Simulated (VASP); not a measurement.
# Nickel under strain, part 5 of 5

Aim: follow the pressure of Nickel through compression, expansion and shear. All runs use PBE. Left out of this account: 1 further run (fields: a reference on another mesh). The start is a cell from a database of measured crystal structures.

VASP 6.6.1; PBE, spin-polarised from a ferromagnetic start (one magnetic atom a cell); plane waves and PAW (Ni).

Still holding for the runs below: The cell holds one magnetic atom, so no antiferromagnetic order fits into it.

So far, pressure (GPa): step 2 (bands, cell as listed) -1.50; step 3 (cell volume +4.0 %) -8.20; step 4 (cell volume +8.0 %) -13.5; step 5 (bands, sheared, principal strains -1.3, -1.0, +2.3 %) -1.22; step 6 (cell volume -4.0 %) 7.06.

### 7. Bands, volume times 0.92

The cell is scaled evenly once more. A prediction first. A parabola through the 4 pressures of evenly scaled cells so far, P = -1.47 -190.3 t +449 t² GPa with t = ln(V/V₁) and V₁ the volume at scale 1, gives 17.52 GPa at t = -0.0834.

Input file INCAR:

```
SYSTEM = Ni
PREC = Accurate
ENCUT = 400
EDIFF = 1E-06
NELM = 100
ISMEAR = -1
SIGMA = 0.05
LREAL = .FALSE.
ALGO = Normal
GGA = PE
NBANDS = 17
ISPIN = 2
MAGMOM = 1
LASPH = .TRUE.
LMAXMIX = 4
LORBIT = 11
LWAVE = .FALSE.
LCHARG = .FALSE.
KPAR = 2
```

Input file POSCAR:

```
Ni
1.0
    0.0000000000      1.7136382935      1.7136382935
    1.7136382935      0.0000000000      1.7136382935
    1.7136382935      1.7136382935      0.0000000000
Ni
1
Direct
    0.0000000000      0.0000000000      0.0000000000
```

Input file KPOINTS:

```
Automatic mesh
0
Gamma
19 19 19
0 0 0
```

Input file KPOINTS_OPT:

```
Line mode
16
Line-mode
Reciprocal
  0.00000000   0.00000000   0.00000000 GAMMA
  0.50000000   0.00000000   0.50000000 X

  0.50000000   0.00000000   0.50000000 X
  0.50000000   0.25000000   0.75000000 W

  0.50000000   0.25000000   0.75000000 W
  0.37500000   0.37500000   0.75000000 K

  0.37500000   0.37500000   0.75000000 K
  0.00000000   0.00000000   0.00000000 GAMMA

  0.00000000   0.00000000   0.00000000 GAMMA
  0.50000000   0.50000000   0.50000000 L

  0.50000000   0.50000000   0.50000000 L
  0.62500000   0.25000000   0.62500000 U

  0.62500000   0.25000000   0.62500000 U
  0.50000000   0.25000000   0.75000000 W

  0.50000000   0.25000000   0.75000000 W
  0.50000000   0.50000000   0.50000000 L

  0.50000000   0.50000000   0.50000000 L
  0.37500000   0.37500000   0.75000000 K

  0.62500000   0.25000000   0.62500000 U
  0.50000000   0.00000000   0.50000000 X
```

PAW data sets: Ni (PBE family, release 64).

The run is started by

```sh
mpirun -np 2 vasp_std
```

Log:

```text
[... set-up lines as in an earlier step ...]
 entering main loop
       N       E                     dE             d eps       ncg     rms          rms(c)
DAV:   1     0.296572612544E+02    0.29657E+02   -0.32718E+03 16436   0.637E+02
DAV:   2    -0.524087269535E+01   -0.34898E+02   -0.32330E+02 16693   0.133E+02
DAV:   3    -0.644160262761E+01   -0.12007E+01   -0.11913E+01 18364   0.252E+01
DAV:   4    -0.644579732964E+01   -0.41947E-02   -0.41940E-02 18698   0.140E+00
DAV:   5    -0.644581180673E+01   -0.14477E-04   -0.14477E-04 18871   0.798E-02    0.107E+01
DAV:   6    -0.570299500989E+01    0.74282E+00   -0.11398E+01 20985   0.339E+01    0.547E+00
DAV:   7    -0.545321816915E+01    0.24978E+00   -0.17329E+00 19227   0.121E+01    0.219E+00
DAV:   8    -0.543552227180E+01    0.17696E-01   -0.21709E-02 20892   0.896E-01    0.995E-01
DAV:   9    -0.543339614513E+01    0.21261E-02   -0.13418E-03 23720   0.193E-01    0.262E-01
DAV:  10    -0.543293509798E+01    0.46105E-03   -0.44089E-04 23360   0.964E-02    0.310E-02
DAV:  11    -0.543293262107E+01    0.24769E-05   -0.21513E-05 19982   0.327E-02    0.228E-02
DAV:  12    -0.543293375180E+01   -0.11307E-05   -0.14290E-06 14294   0.707E-03    0.873E-03
DAV:  13    -0.543293282787E+01    0.92393E-06   -0.13248E-07  9551   0.275E-03
   1 F= -.54329328E+01 E0= -.54259827E+01  d E =-.139002E-01  mag=     0.5808
 Start KPOINTS_OPT (optional k-point list driver)
k-point batch [1-160\160]
       N       E                     dE             ncg
DAV:   1     0.197570313486E+05   -0.51766E+05    11867
DAV:   2     0.137070012681E+05   -0.60500E+04    12288
DAV:   3     0.135007025675E+05   -0.20630E+03    13527
DAV:   4     0.135000270836E+05   -0.67548E+00    13031
DAV:   5     0.135000247719E+05   -0.23117E-02    13242
DAV:   6     0.135000247593E+05   -0.12578E-04    11590
DAV:   7     0.135000247589E+05   -0.36477E-06    10806
```

Elapsed: 16 s, on 2 MPI ranks of AMD EPYC 9R45, shared host; peak memory 0.28 GiB.

OUTCAR, selected parts (step 7):

```text
   ENCUT  =  400.0 eV  29.40 Ry    5.42 a.u.   3.95  3.95  3.95*2*pi/ulx,y,z

   NELECT =      10.0000    total number of electrons

 E-fermi :  10.5299

 spin component 1
 k-point     1 :       0.0000    0.0000    0.0000
  band No.  band energies     occupation
    ...
      2       7.9159      1.00000
      3       7.9159      1.00000
      4       7.9159      1.00000
      5       9.2241      1.00000
      6       9.2241      1.00000
      7      34.9094      0.00000
      8      39.3888      0.00000
      9      39.3888      0.00000
     10      39.3888      0.00000
     11      42.6337      0.00000
    ...

 k-point     2 :       0.0526    0.0000    0.0000
  band No.  band energies     occupation
    ...
      2       7.8836      1.00000
      3       7.9432      1.00000
      4       7.9432      1.00000
      5       9.2119      1.00000
      6       9.2119      1.00000
      7      34.6307      0.00000
      8      37.8639      0.00000
      9      39.1446      0.00000
     10      39.1446      0.00000
     11      42.9963      0.00000
    ...

  Total        1.1231703      1.1231703      1.1231703      0.0000000      0.0000000      0.0000000
  in kB      178.8005043    178.8005043    178.8005043      0.0000000      0.0000000      0.0000000
  external PRESSURE =     178.8005043 kB  Pullay stress =       0.0000000 kB

  FREE ENERGIE OF THE ION-ELECTRON SYSTEM (eV)
  ---------------------------------------------------
  free  energy   TOTEN  =        -5.4329328279 eV

  energy  without entropy=       -5.4190326120  energy(sigma->0) =       -5.42598272

 magnetization (x)
# of ion       s       p       d       tot
------------------------------------------
    1       -0.007  -0.026   0.618   0.586

[... 6 parts as in an earlier step ...]

[... 16 further parts left out ...]
```

Numbers from this step:

```
free energy (TOTEN)                               : -5.433 eV
energy at zero smearing                           : -5.426 eV
Fermi energy                                      : 10.53 eV
pressure                                          : 17.88 GPa
moment of the cell, from the last line of the log : 0.5808 μB
```

Spin moment in the PAW sphere by atom:

```csv
atom,spin moment in the PAW sphere (μB)
Ni1,0.586
```

Spin up. The electronic bands at the labelled points (eV, zero at the Fermi level; # counts the bands kept):

```csv
point,#2,#3,#4,#5,#6,#7
Γ,-2.61,-2.61,-2.61,-1.31,-1.31,24.38
0.53 of the way,-3.76,-1.95,-1.56,-1.56,-0.87,19.76
X,-4.60,-0.51,-0.40,-0.40,2.49,9.94
0.47 of the way,-4.33,-1.65,-0.84,-0.40,4.36,10.09
W,-3.34,-3.34,-1.39,-0.40,8.20,8.20
0.53 of the way,-3.92,-2.62,-1.24,-0.53,6.56,8.08
K,-4.07,-2.27,-1.13,-0.69,6.07,7.73
0.53 of the way,-3.26,-2.46,-1.96,-1.78,-0.56,16.57
Γ,-2.61,-2.61,-2.61,-1.31,-1.31,24.38
0.53 of the way,-2.97,-2.37,-2.37,-1.18,-1.18,14.40
L,-2.61,-2.61,-0.56,-0.56,-0.44,6.26
0.47 of the way,-3.16,-2.44,-2.14,-0.63,2.67,6.48
U,-4.07,-2.27,-1.13,-0.69,6.07,7.73
0.53 of the way,-3.87,-2.71,-1.27,-0.51,6.71,8.18
W,-3.34,-3.34,-1.39,-0.40,8.20,8.20
0.53 of the way,-3.33,-2.64,-1.99,-0.65,3.25,6.58
L,-2.61,-2.61,-0.56,-0.56,-0.44,6.26
0.53 of the way,-3.31,-2.58,-2.01,-0.65,3.20,6.56
K,-4.07,-2.27,-1.13,-0.69,6.07,7.73
jump to U,-4.07,-2.27,-1.13,-0.69,6.07,7.73
0.53 of the way,-4.47,-1.11,-0.67,-0.46,3.57,10.00
X,-4.60,-0.51,-0.40,-0.40,2.49,9.94
```

The electronic bands as a text plot (rows in eV, shown from -8.0 to 6.3 only):

```
    6.0 |           *   **                    **        *    *
    5.4 |                                           *
    4.8 |                 *                                 * *
    4.2 |          *                         *
    3.6 |                                                      *
    3.0 |         *                                  *     *
    2.4 |        *                          *                   *
    1.8 |                  *                          *   *
    1.2 |       *           *              *           *
    0.6 |                                                *
    0.0 |                    *            *
   -0.6 |    *************    *         *************************
   -1.2 |**** **   **********  *********      ******         ***
   -1.8 | *****           ******        *  * *      ** * **** *
   -2.4 |***        *   **   **************** ***    ******* *
   -3.0 | **         ***  *** ***  ****    ***   * ** ** ** *
   -3.5 |   **       **   ****               *   *****     **
   -4.1 |     **   *********                 *********      ***
   -4.7 |       *****       *               *         *   **  ***
   -5.3 |      ****                     ****           ***      *
   -5.9 |     *              *         *
   -6.5 |    *
   -7.1 |                     *       *
   -7.7 |   *                  *     *
         Γ       X    W  K        Γ      L     U  W     L   K|U X
```

Spin down. Electronic bands along the path, in eV, zero at the Fermi level; # counts the bands kept:

```csv
point,#1,#2,#3,#4,#5,#6,#7
Γ,-9.60,-1.91,-1.91,-1.91,-0.76,-0.76,24.23
0.53 of the way,-6.21,-3.14,-1.53,-0.82,-0.82,-0.31,19.83
X,-4.82,-4.04,0.06,0.41,0.41,2.46,10.18
0.47 of the way,-4.43,-3.77,-1.05,-0.28,0.41,4.52,10.31
W,-3.80,-2.78,-2.78,-0.87,0.41,8.38,8.38
0.53 of the way,-3.90,-3.38,-2.05,-0.71,0.27,6.76,8.26
K,-3.99,-3.57,-1.70,-0.59,0.11,6.28,7.91
0.53 of the way,-6.54,-2.64,-1.88,-1.26,-1.23,0.07,16.71
Γ,-9.60,-1.91,-1.91,-1.91,-0.76,-0.76,24.23
0.53 of the way,-6.94,-2.40,-1.74,-1.74,-0.56,-0.56,14.56
L,-4.87,-2.04,-2.04,-0.50,0.15,0.15,6.66
0.47 of the way,-4.18,-2.77,-1.92,-1.57,0.09,2.94,6.83
U,-3.99,-3.57,-1.70,-0.59,0.11,6.28,7.91
0.53 of the way,-3.88,-3.33,-2.14,-0.74,0.30,6.90,8.36
W,-3.80,-2.78,-2.78,-0.87,0.41,8.38,8.38
0.53 of the way,-3.97,-2.95,-2.10,-1.42,0.08,3.51,6.91
L,-4.87,-2.04,-2.04,-0.50,0.15,0.15,6.66
0.53 of the way,-4.01,-2.94,-2.03,-1.44,0.07,3.46,6.89
K,-3.99,-3.57,-1.70,-0.59,0.11,6.28,7.91
jump to U,-3.99,-3.57,-1.70,-0.59,0.11,6.28,7.91
0.53 of the way,-4.61,-3.91,-0.46,-0.11,0.34,3.71,10.22
X,-4.82,-4.04,0.06,0.41,0.41,2.46,10.18
```

The electronic bands as a text plot (rows in eV, shown from -8.0 to 6.7 only):

```
    6.4 |               **                    ***       *    *
    5.7 |           *                               *
    5.1 |                 *                                 * *
    4.5 |                                    *
    3.9 |          *                                           *
    3.3 |         *                                  *     *
    2.7 |        *         *                *                   *
    2.1 |                                             *   *
    1.5 |       *           *              *           *
    0.9 |                                                *
    0.2 |       **********   *          *************************
   -0.4 |  *****   **   * **  **      ** **    *        *     **
   -1.0 |*****     * *** *************       ** *****    *  ***
   -1.6 | *****     *   *   *****  ******  **  *     ***  ** *
   -2.2 |***         * * **  * **************** **  ** ******
   -2.8 |   *        **    ****             *     ** **    *
   -3.4 |    ***    *  ****                  ***** **       ***
   -4.0 |       *********  *                *******  *     * ****
   -4.6 |       ****        *            ***          *****    **
   -5.3 |      *                        *
   -5.9 |     *              *         *
   -6.5 |    *
   -7.1 |                     *       *
   -7.7 |   *                  *
         Γ       X    W  K        Γ      L     U  W     L   K|U X
```

 The pressure is 17.88 GPa. The parabola predicted 17.52 GPa, -0.36 GPa off.

### 8. The runs together

```
                                         cell      mesh  pressure (GPa)  gap (eV)  largest moment (μB)
                               cell as listed  19×19×19           -1.50      none                 0.65
                            volume times 1.04  19×19×19           -8.20      none                 0.67
                            volume times 1.08  19×19×19          -13.46      none                 0.69
sheared, principal strains -1.3, -1.0, +2.3 %  19×19×19           -1.22      none                 0.64
                            volume times 0.96  19×19×19            7.06      none                 0.62
                            volume times 0.92  19×19×19           17.88      none                 0.59
```

### 9. What came out

| Item | Value |
| --- | --- |
| pressure, cell as listed | -1.50 GPa |
| pressure, volume times 1.04 | -8.20 GPa |
| pressure, volume times 1.08 | -13.5 GPa |
| pressure, sheared, principal strains -1.3, -1.0, +2.3 % | -1.22 GPa |
| pressure, volume times 0.96 | 7.06 GPa |
| pressure, volume times 0.92 | 17.9 GPa |
| bulk modulus at the listed volume, shape and positions held | 192 GPa |

**Reading.** The slope of pressure against ln V at the listed volume gives a bulk modulus of 192 GPa at fixed shape and positions. The largest moment goes from 0.59 μB at the smallest volume to 0.69 μB at the largest. Only the typed magnetic starts were tried, so the magnetic ground state may differ and with it the other results.

[Lines on the potential files, build, host, timing and source positions are cut from VASP's logs without a mark.]

[Logs are printed without paths, hosts, clocks, repeated set-up lines and the standing remarks that a program may print on its own settings, such as how far it seeks lower states.]

[Hosts, paths, dates, database ids (printed as entryN), source tags and the programs' standing remarks are cut or masked in the printed files.]

[A measured line is paired with the nearest computed mode of its activity, which favours agreement.]
